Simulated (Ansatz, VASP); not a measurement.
**HfC: VASP beside Ansatz**

Wanted: the spread between two codes on one cell, functional and k mesh. The cell is taken from a series of runs on this material, whose earlier steps may have relaxed, scaled, displaced or heated it; both programs get it as it stands.

Calculated with Ansatz 0.2.0; plane waves, with VASP 6.6.1 beside it; zone-centre phonons at PBEsol.

## (1) The structure

The structure is trigonal, space group R-3m (No. 166). The conventional cell has a = 3.388 Å, b = 3.388 Å, c = 7.804 Å, α = 90.00°, β = 90.00°, γ = 120.00°. Nearest to C lie 6 Hf at 2.35 Å. Nearest to Hf lie 6 C at 2.35 Å. Farther neighbours are not listed.

## (2) Ansatz: zone-centre phonons, PBEsol

Ansatz runs on its PAW soft_1 files.

Second derivatives magnify differences that forces hide, and they need a tight electronic threshold.

The input, input.yaml:

```yaml
crystal:
  lattice:
    - [-0.0952551279, 2.3004681456, 2.3004681456]
    - [2.3004681456, -0.0952551279, 2.3004681456]
    - [2.3004681456, 2.3004681456, -0.0952551279]
  atoms:
    - { symbol: C, position: [0.0, 0.0, 0.0] }
    - { symbol: Hf, position: [0.5, 0.5, 0.5] }
kpoints:
  mp_grid: { grid: [16, 16, 16] }
hamiltonian:
  xc: pbesol
  pseudopotentials: { kind: paw, azcp: { folder: soft_1 }, xc_functional: pbe }
scf:
  occupations: { method: methfessel_paxton, width: 0.2 }
output:
  eigenvalues: true
phonons:
  method: dfpt
```

Command:

```bash
> ansatz run input.yaml --threads 4 --pin off --max-ram 10240MiB --backend cpu --events-out ev --progress --plain --runs-dir out
```

Numbers of over 12 decimals in the logs are rounded to 6 here.

What it wrote:

```text
Engine: ansatz 0.2.0, x86_64-unknown-linux-gnu
Pseudopotentials: kind: paw
Pseudopotential: C, paw, valence charge 4, recommended cutoff 420 eV (normal), soft_1/C.paw.azcp
Pseudopotential: Hf, paw, valence charge 26, recommended cutoff 420 eV (normal), soft_1/Hf.paw.azcp
Functional definition: PBEsol
  exchange = pbesol_x
  correlation = pbesol_c
Crystal: 2 atoms, lattice volume = 25.860 Å³
Basis set: ecut = 420 eV, 513 PW (Γ), exchange–correlation on 48×48×48 points (8 copies of the dense FFT grid, shifted against one another)
Bands: 19, of which v1, the nominal top of the filled ones, is band 15 counted from 1 (14 counted from 0)
Symmetry: 12 space group operations
k-points: 1098 of 4096 (irreducible under 2 space group operations, time reversal used)
Non-local potential: C, projectors of the file, l = 0: 2, l = 1: 2, l = 2: 1
Non-local potential: Hf, projectors of the file, l = 0: 3, l = 1: 2, l = 2: 2, l = 3: 3
PAW form: soft (Blöchl's): semilocal exchange-correlation on the pseudo side does not see the compensation charge
PAW frozen core: C, regenerated for the run's functional, and the local potential with it (the file was generated under x = pbe(κ = 0.804, μ = 0.219515), c = pbe(β = 0.066725))
PAW frozen core: Hf, regenerated for the run's functional, and the local potential with it (the file was generated under x = pbe(κ = 0.804, μ = 0.219515), c = pbe(β = 0.066725))
PAW one-centre angular grid: C, 110 points (default); XC on 64 Gauss nodes
PAW one-centre angular grid: Hf, 590 points (default); XC on 64 Gauss nodes
Initial density: superposition of atomic densities (chi_scale 0.1, normalization cell, long waves kept (reshape's long-wave potential 0.00 eV rms))
Initial wavefunctions: pseudopotential atomic-orbital guess
Functional: x = pbesol(κ = 0.804, μ = 0.123457), c = pbesol(β = 0.046)
SCF iter   1: F=—  HF=-15847.899524 eV  |F-HF|=—  |Δ(HF+E_count)|=         —  Δρ=8.13e-2  dr2=2.39e0  ethr=3.10e-3  ⟨swp⟩=4.6  Hψ=86454  notcnv=0
preconditioner: auto → Kerker (q_TF=auto, 2.797 Å⁻¹)  [metal: Δε(μ)=0.027 eV  Ē_g=17.510 eV  σ=0.200 eV  W_gap=0.11  n_scr=14 (ndim 8)  ℏωp=38.6 eV  f_vac=0.000  D(μ)=0.17/eV (n_scr^D=0)]
SCF iter   2: F=—  HF=-15847.419228 eV  |F-HF|=—  |Δ(HF+E_count)|=   4.80e-1  S|Δr|=    0.00e0  Δρ=3.19e-2  dr2=2.54e-1  ethr=3.10e-3  ⟨swp⟩=2.3  Hψ=37795  notcnv=0
SCF iter   3: F=—  HF=-15847.370141 eV  |F-HF|=—  |Δ(HF+E_count)|=   4.91e-2  S|Δr|=    0.00e0  Δρ=1.43e-2  dr2=3.45e-2  ethr=8.47e-4  ⟨swp⟩=2.0  Hψ=36046  notcnv=0
SCF iter   4: F=—  HF=-15847.361553 eV  |F-HF|=—  |Δ(HF+E_count)|=   8.59e-3  S|Δr|=    0.00e0  Δρ=8.03e-3  dr2=8.18e-3  ethr=1.15e-4  ⟨swp⟩=2.0  Hψ=37001  notcnv=0
SCF iter   5: F=—  HF=-15847.361433 eV  |F-HF|=—  |Δ(HF+E_count)|=   1.21e-4  S|Δr|=    0.00e0  Δρ=1.52e-3  dr2=2.98e-4  ethr=2.73e-5  ⟨swp⟩=2.4  Hψ=34966  notcnv=0
SCF iter   6: F=—  HF=-15847.361360 eV  |F-HF|=—  |Δ(HF+E_count)|=   7.30e-5  S|Δr|=    0.00e0  Δρ=2.08e-4  dr2=1.08e-5  ethr=9.94e-7  ⟨swp⟩=2.7  Hψ=37314  notcnv=0
SCF iter   7: F=—  HF=-15847.361370 eV  |F-HF|=—  |Δ(HF+E_count)|=   1.01e-5  S|Δr|=    0.00e0  Δρ=6.60e-5  dr2=1.00e-6  ethr=3.59e-8  ⟨swp⟩=2.1  Hψ=37524  notcnv=0
SCF iter   8: F=—  HF=-15847.361369 eV  |F-HF|=—  |Δ(HF+E_count)|=   5.89e-7  S|Δr|=    0.00e0  Δρ=1.38e-5  dr2=3.32e-8  ethr=3.34e-9  ⟨swp⟩=2.1  Hψ=37027  notcnv=0
SCF iter   9: F=—  HF=-15847.361369 eV  |F-HF|=—  |Δ(HF+E_count)|=   1.10e-8  S|Δr|=    0.00e0  Δρ=2.76e-6  dr2=1.79e-9  ethr=1.11e-10  ⟨swp⟩=2.6  Hψ=36177  notcnv=0
SCF iter  10: F=—  HF=-15847.361369 eV  |F-HF|=—  |Δ(HF+E_count)|=   2.07e-9  S|Δr|=    0.00e0  Δρ=3.41e-7  dr2=2.04e-11  ethr=5.98e-12  ⟨swp⟩=2.3  Hψ=38181  notcnv=0
SCF iter  11: F=-15847.361369 eV  HF=-15847.361369 eV  |F-HF|=1.82e-12  |Δ(HF+E_count)|=  5.46e-12  S|Δr|=    0.00e0  Δρ=7.00e-8  dr2=6.03e-13  ethr=1.00e-12  ⟨swp⟩=6.6  Hψ=110725  notcnv=0
SCF 1 converged in 11 iterations: F = -15847.361369 eV  dr2 = 6.03e-13
  greatest PAW one-centre occupation: 0.998 electrons in one spin orbital (limit 2), on the Hf atom at site 1 (counted from 0), in its partial waves of l = 0
DFPT response loops at Γ: preconditioner auto → Kerker (q_TF=auto, 2.797 Å⁻¹) (partly filled bands, converged f_vac=0.000); β = 1.00, the filter's whole step (`scf.mixing.beta` (0.50) is not read by the response loops under this deck's `scf.mixing.preconditioner`; to damp them name `kerker` or `kerker_dos`, under which they read `scf.mixing.beta`, and type it under 1.00, their step now; both keys bind the ground state too); Broyden in place of MSR1
SCF converged after 11 iterations
Stability not checked: this state was not tested for a lower state beside it, because cold or Methfessel-Paxton smearing, or corrected tetrahedra, fill the levels in a way that the test cannot read (fill_not_monotonic; see scf.lower_state_search)
Free energy (F): -15847.361369 eV
Harris-Foulkes:  -15847.361369 eV  (|F-HF|=1.82e-12)
Internal energy: -15847.362409 eV  (E = F + TS)
E sigma→0 (E₀):  -15847.361629 eV
Entropy (-TS):   0.001040 eV (0.520 meV/atom)
Fermi energy:    17.900849 eV
--- Per-component energies (eV) ---
  E_band       = 42.478684
  E_kinetic    = 490.545802
  E_local      = -6311.023302  (includes V_loc(G=0)·N_el)
  E_nonlocal   = 90.852321
  E_hartree    = 3077.355292
  E_xc         = -310.954532
  E_vxc        = -312.068261  (∫ρ·V_xc dr)
  E_paw        = -7672.674957  (= ΣΔE_a)
  E_vpaw       = -70.538522  (= ΣTr[D̂ρ^β])
  E_aug_tail   = 0.000083  (compensation charges beyond the density's cutoff)
  E_ewald      = -5212.735273
  E_core_change = 1.272157  (= ΣΔE_core)
  E_smearing   = 0.001040  (= −TS)
  E_closure    = 0.000000  (closes the sum)
  Σ components = -15847.361369   (vs F -15847.361369, Δ=0.00e0)
--- Band table (eV; the first three rows and the last of 1098) ---
  k-point 0: bands = [... 11 lower, 6.7672, 18.7925, 18.7925, 18.8504, 18.8504, 19.1623, 19.6975, 21.1616]
  k-point 1: bands = [... 11 lower, 6.7666, 17.9681, 18.1928, 18.6392, 19.1809, 19.4578, 19.9214, 21.6172]
  k-point 2: bands = [... 11 lower, 6.7667, 16.9383, 17.4143, 17.8894, 19.5050, 19.8612, 20.2823, 22.6233]
  k-point 1097: bands = [... 11 lower, 9.6575, 11.8971, 14.5932, 14.5932, 23.2825, 23.2825, 23.5943, 23.9367]
--- Phonons (Γ-DFPT): 2 representative perturbations + reference, on 1098 of 4096 k-points (Σ response iterations 7) ---
  k mesh reduced under 2 symmetry operations, with k and −k counted as one. Each operation leaves every solved perturbation unchanged. A smaller set is not used because it would not reduce the number of displacements times k-points to solve
  ASR residual: 1.346e-5 → 0.000e0 eV/Å²; symmetrization residual: 6.032e-7 eV/Å²
  ASR residual per site (eV/Å²): 1.35e-5 5.25e-6
  Γ frequencies (cm⁻¹): 0.00 0.00 0.00 366.62 412.28 412.28
  non-analytic LO–TO correction: not included (Born effective charges unavailable; polar crystals: no LO–TO splitting at Γ)
```

## (3) VASP: zone-centre phonons, PBEsol

The same cell, functional, mesh and smearing now go to VASP, with its own data sets.

Lines of VASP's logs that name or quote its potential files are left out, and so is its time.

The input, INCAR:

```
SYSTEM = HfC
PREC = Accurate
ENCUT = 600
EDIFF = 1E-08
NELM = 120
ISMEAR = 1
SIGMA = 0.2
LREAL = .FALSE.
ALGO = Normal
GGA = PS
NBANDS = 13
LASPH = .TRUE.
LORBIT = 11
LWAVE = .FALSE.
LCHARG = .FALSE.
ISIF = 2
IBRION = 8
GGA_COMPAT = .FALSE.
KPAR = 2
```

The input, POSCAR:

```
HfC
1.0
   -0.0952551279      2.3004681456      2.3004681456
    2.3004681456     -0.0952551279      2.3004681456
    2.3004681456      2.3004681456     -0.0952551279
C Hf
1 1
Direct
    0.0000000000      0.0000000000      0.0000000000
    0.5000000000      0.5000000000      0.5000000000
```

The input, KPOINTS:

```
Automatic mesh
0
Gamma
16 16 16
0 0 0
```

Potentials, in the order of the species: C and Hf_pv (PBE family, release 64).

Command:

```bash
> mpirun -np 2 vasp_std
```

What it wrote:

```text
[banner, memory and clock lines left out]
running    2 mpi-ranks, on    1 nodes
 distrk:  each k-point on    1 cores,    2 groups
 distr:  one band on    1 cores,    1 groups

 POSCAR found type information on POSCAR C Hf
 POSCAR found :  2 types and       2 ions
|                                                                             |
|               ----> ADVICE to this user running VASP <----                  |
|                                                                             |
|     You enforced a specific xc type in the INCAR file but a different       |
|     [... a line on the potential file left out ...]
|     I HOPE YOU KNOW WHAT YOU ARE DOING!                                     |
|                                                                             |

 LDA part: xc-table for (Slater+PW92), standard interpolation
 POSCAR, INCAR and KPOINTS ok, starting setup
 FFT: planning ... GRIDC
 FFT: planning ... GRID_SOFT
 FFT: planning ... GRID
 WAVECAR not read
 entering main loop
       N       E                     dE             d eps       ncg     rms          rms(c)
DAV:   1     0.241903302206E+02    0.24190E+02   -0.85561E+03 10858   0.118E+03
DAV:   2    -0.231893859553E+02   -0.47380E+02   -0.44341E+02 13659   0.218E+02
DAV:   3    -0.249902446647E+02   -0.18009E+01   -0.17887E+01 13712   0.302E+01
DAV:   4    -0.250012538135E+02   -0.11009E-01   -0.11008E-01 12105   0.281E+00
DAV:   5    -0.250013327077E+02   -0.78894E-04   -0.78891E-04 13756   0.218E-01    0.549E+01
DAV:   6    -0.221700463266E+02    0.28313E+01   -0.12731E+01 12632   0.186E+01    0.395E+01
DAV:   7    -0.220935292504E+02    0.76517E-01   -0.61529E-01 12295   0.546E+00    0.237E+01
DAV:   8    -0.220800733343E+02    0.13456E-01   -0.89355E-02 13222   0.232E+00    0.582E+00
DAV:   9    -0.220722744740E+02    0.77989E-02   -0.34533E-02 12942   0.103E+00    0.197E+00
DAV:  10    -0.220717802983E+02    0.49418E-03   -0.23142E-03 13042   0.342E-01    0.903E-02
DAV:  11    -0.220717715145E+02    0.87838E-05   -0.10836E-04 12662   0.932E-02    0.143E-02
DAV:  12    -0.220717708174E+02    0.69714E-06   -0.51565E-06 13618   0.180E-02    0.124E-02
DAV:  13    -0.220717706160E+02    0.20136E-06   -0.33526E-07 13353   0.407E-03    0.326E-03
DAV:  14    -0.220717705822E+02    0.33778E-07   -0.39687E-08 12757   0.159E-03    0.189E-03
DAV:  15    -0.220717705965E+02   -0.14274E-07   -0.53281E-09  6366   0.625E-04    0.353E-04
DAV:  16    -0.220717705990E+02   -0.24952E-08   -0.79702E-10  5636   0.268E-04
   1 F= -.22071771E+02 E0= -.22072119E+02  d E =0.104406E-02
 Linear response reoptimize wavefunctions to high precision
DAV:   1    -0.220717705976E+02    0.14036E-08   -0.67386E-11  6551   0.725E-05
DAV:   2    -0.220717705976E+02    0.11369E-11   -0.93342E-12  5551   0.284E-05
 Linear response DOF=           2
 Linear response progress:
  Degree of freedom:   1/  2
       N       E                     dE             d eps       ncg     rms          rms(c)
RMM:   1    -0.120686321693E+00   -0.12069E+00    0.36480E-02 63550   0.185E+00
RMM:   2    -0.117538670416E+00    0.31477E-02   -0.32173E-03 45888   0.340E-01    0.389E-01
RMM:   3    -0.117915232337E+00   -0.37656E-03   -0.59869E-04 42621   0.139E-01    0.204E-01
RMM:   4    -0.118780600610E+00   -0.86537E-03   -0.36036E-04 43788   0.105E-01    0.358E-02
RMM:   5    -0.118774913879E+00    0.56867E-05   -0.10223E-05 47874   0.235E-02    0.106E-02
RMM:   6    -0.118774669458E+00    0.24442E-06   -0.46470E-07 50990   0.442E-03    0.472E-03
RMM:   7    -0.118763772226E+00    0.10897E-04   -0.96109E-08 49230   0.206E-03    0.277E-03
RMM:   8    -0.118767732284E+00   -0.39601E-05   -0.17434E-08 50306   0.828E-04    0.373E-04
RMM:   9    -0.118766733029E+00    0.99925E-06    0.75894E-10 54106   0.182E-04    0.217E-04
RMM:  10    -0.118766719255E+00    0.13774E-07   -0.36574E-10 54354   0.445E-05    0.695E-05
RMM:  11    -0.118766701879E+00    0.17376E-07    0.11212E-09 52914   0.122E-05    0.972E-06
RMM:  12    -0.118766757283E+00   -0.55405E-07   -0.11024E-09 49131   0.650E-06    0.824E-06
RMM:  13    -0.118766759016E+00   -0.17325E-08   -0.22107E-10 42104   0.182E-06    0.249E-06
 first order change of Fermi-energy  -0.47076E-03
 force on displaced ion       1 direction 1 :  -6.479   0.498   0.498
 Linear response progress:
  Degree of freedom:   2/  2
       N       E                     dE             d eps       ncg     rms          rms(c)
RMM:   1    -0.215991226086E+00   -0.21599E+00    0.36902E+00 31370   0.120E+01
RMM:   2    -0.213804447959E+00    0.21868E-02   -0.31669E-02 43999   0.130E+00    0.496E-01
RMM:   3    -0.213057527234E+00    0.74692E-03   -0.10093E-03 55944   0.161E-01    0.201E-01
RMM:   4    -0.212548093162E+00    0.50943E-03   -0.84409E-05 60635   0.567E-02    0.130E-01
RMM:   5    -0.212078627198E+00    0.46947E-03   -0.30699E-05 58791   0.408E-02    0.132E-02
RMM:   6    -0.212067136149E+00    0.11491E-04    0.33477E-06 60575   0.106E-02    0.581E-03
RMM:   7    -0.212077188651E+00   -0.10053E-04    0.31079E-06 64118   0.267E-03    0.594E-03
RMM:   8    -0.212077403662E+00   -0.21501E-06   -0.22934E-07 62736   0.615E-04    0.147E-03
RMM:   9    -0.212077613119E+00   -0.20946E-06   -0.98859E-07 66814   0.295E-04    0.175E-04
RMM:  10    -0.212077934159E+00   -0.32104E-06   -0.86980E-07 63849   0.101E-04    0.183E-05
RMM:  11    -0.212077994045E+00   -0.59886E-07   -0.40102E-07 69563   0.364E-05    0.418E-05
RMM:  12    -0.212078013523E+00   -0.19478E-07   -0.22464E-07 63496   0.136E-05    0.301E-05
RMM:  13    -0.212078021901E+00   -0.83774E-08   -0.11412E-07 57053   0.696E-06    0.125E-06
RMM:  14    -0.212078021117E+00    0.78320E-09   -0.68935E-08 43908   0.386E-06    0.645E-06
 first order change of Fermi-energy   0.59287E-03
 force on displaced ion       2 direction 1 :  -6.475   0.497   0.497
 Linear response finished
```

(Continued in part 2 of 2.)

[Lines on the potential files, build, host, timing and source positions are cut from VASP's logs without a mark.]

[Logs are printed without paths, hosts, clocks, repeated set-up lines and the standing remarks that a program may print on its own settings, such as how far it seeks lower states.]

[Hosts, paths, dates, database ids (printed as entryN), source tags and the programs' standing remarks are cut or masked in the printed files.]
